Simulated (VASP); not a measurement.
Input:

```
CELL_PARAMETERS angstrom
     -2.58517     2.58517     2.58517
      2.58517    -2.58517     2.58517
      2.58517     2.58517    -2.58517
ATOMIC_POSITIONS crystal
  K  0.00000 0.00000 0.00000
```

Computed with vdW-DF2, VASP's PBE PAW potentials (set 64) (plane waves; VASP 6.6.1). Run with 520 eV cut-off, 11×11×11 Γ-centred mesh, tetrahedra with Blöchl corrections, potentials K_sv.

**Question.** Predict the energy per atom (σ→0), band gap (on the k-mesh) with the smallest direct gap where there is one.

**Answer.** 
```yaml
band gap (on the k-mesh): none (metal, semimetal or under 0.01 eV)
energy per atom (σ→0): 1.044 eV/atom
```

Only differences to runs with the same potentials and settings are physical.

The compound is K in the bcc structure. It was relaxed first, which changed the volume by -6 %.
